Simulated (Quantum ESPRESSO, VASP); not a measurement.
An input for Quantum ESPRESSO (LDA (PZ), GBRV 1.5 ultrasoft (LDA) pseudopotentials):

```
&CONTROL
  calculation = 'scf'
  prefix = 'run'
  outdir = './tmp/'
  pseudo_dir = './'
  tprnfor = .true.
  tstress = .true.
/
&SYSTEM
  ibrav = 0
  nat = 5
  ntyp = 3
  ecutwfc = 40
  ecutrho = 320
  occupations = 'smearing'
  smearing = 'fermi-dirac'
  degauss = 0.000734986
/
&ELECTRONS
  conv_thr = 1e-10
/
ATOMIC_SPECIES
K     39.0983  k_lda_v1.4.uspp.F.UPF
Pt   195.0840  pt_lda_v1.4.uspp.F.UPF
C     12.0110  c_lda_v1.2.uspp.F.UPF
ATOMIC_POSITIONS {angstrom}
K     0.00000000    2.96662199    4.04259881
K     2.56917001    1.48331100    1.15194119
Pt    0.00000000    0.00000000    2.59727000
C     0.00000000    0.00000000    4.56023472
C     0.00000000    0.00000000    0.63430528
K_POINTS {automatic}
1 1 1  0 0 0
CELL_PARAMETERS {angstrom}
   5.13834001     0.00000000     0.00000000
  -2.56917001     4.44993299     0.00000000
   0.00000000     0.00000000     5.19454000
```

Question: Write the VASP files for the same calculation.

Answer: One set of files that does it:

**POSCAR**
```
K2PtC2
5.138340
  1.0000000000   0.0000000000   0.0000000000
 -0.5000000000   0.8660254090   0.0000000000
  0.0000000000   0.0000000000   1.0109373844
K Pt C
2 1 2
direct
  0.3333330000   0.6666670000   0.7782400000
  0.6666670000   0.3333330000   0.2217600000
  0.0000000000   0.0000000000   0.5000000000
  0.0000000000   0.0000000000   0.8778900000
  0.0000000000   0.0000000000   0.1221100000
```

**INCAR**
```
! general
SYSTEM  = K2PtC2
PREC    = Accurate
ENCUT   = 400
LREAL   = .False.   ! projection in real space or not
LASPH   = .True.   ! aspherical one-centre terms

! electronic loop
EDIFF   = 1E-6
NELM    = 100
ALGO    = Normal   ! blocked Davidson
LMAXMIX = 6

! smearing
ISMEAR  = -1   ! Fermi-Dirac
SIGMA   = 0.01   ! width (eV)

! ions
ISIF    = 2

! output
LWAVE   = .False.
LCHARG  = .False.
```

### KPOINTS
```
Automatic mesh
0
gamma
  1 1 1
```

POTCAR, in this order: K_sv Pt C (LDA.64 set). Program: vasp_std.

Both are inputs of real runs that ended normally. What can't carry over is the choice of potentials or basis and its cut-off, and each code's defaults.

VASP's LDA is the Perdew-Zunger fit; the other code's may be Perdew-Wang, which differs slightly.

The structure comes from a computed database's K2PtC2 entry (P-3m1); how it stands against other phases isn't given here. The cell was not relaxed at this level, and it may have been scaled.
